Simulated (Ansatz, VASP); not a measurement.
**CsCdPO4 in VASP and in Ansatz**

```
Cs Cd P O
1.0
     9.05890    0.00000    0.00000
     0.00000    5.64060    0.00000
    -0.04030    0.00000    9.46331
Cs Cd P O
4 4 4 16
Direct
  0.17615 0.88565 0.01649
  0.82385 0.38565 0.98351
  0.32652 0.92733 0.51672
  0.67348 0.42733 0.48328
  0.07510 0.43920 0.34131
  0.92490 0.93920 0.65869
  0.59666 0.87627 0.16286
  0.40334 0.37627 0.83714
  0.60158 0.87584 0.81093
  0.39842 0.37584 0.18907
  0.91623 0.90480 0.30669
  0.08377 0.40480 0.69331
  0.93602 0.68529 0.20882
  0.06398 0.18529 0.79118
  0.41765 0.10806 0.22649
  0.58235 0.60806 0.77351
  0.68913 0.90266 0.95207
  0.31087 0.40266 0.04793
  0.44660 0.99354 0.82149
  0.55340 0.49354 0.17851
  0.98353 0.12575 0.23399
  0.01647 0.62575 0.76601
  0.00144 0.84245 0.44638
  0.99856 0.34245 0.55362
  0.74943 0.94508 0.33956
  0.25057 0.44508 0.66044
  0.68965 0.99783 0.68980
  0.31035 0.49783 0.31020
```

Alike in both runs: functional PBE; k mesh 3 × 4 × 3; occupations fermi-dirac, width 0.02 eV; no spin polarisation.

Ansatz relaxed the structure, and its values are those at the end. VASP's run is a single point on that final structure, the one shown.

|  | VASP | Ansatz |
| --- | --- | --- |
| version | VASP 6.6.1 | Ansatz 0.2.0 |
| potentials or method | VASP PAW PBE potentials, release 64 (Cs_sv, Cd, P, O) | plane-wave PAW, scalar-relativistic |
| plane-wave cutoff (eV) | 520 | 420 |
| valence electrons in the cell | 200 | 232 |

VASP gave:

```
gap on the k mesh at the Fermi level (eV) : 3.02
pressure (GPa)                            : 2.8
rms of the force components (eV/Å)        : 0.047
```

What did Ansatz give for the same quantities?

gap on the k mesh at the Fermi level (eV): 3.03; pressure (GPa): 2.6; rms of the force components (eV/Å): 0.007.

With one functional, cell and mesh, what is left measures potentials, basis and numerics. The two sets of potentials don't hold the same shells in valence. Ansatz warned: «gradients_without_spin_orbit».

Caveats: spin-orbit coupling is left out, which moves the levels of the heavy elements; an odd mesh through Γ misses points on the zone boundary, where band edges often lie.
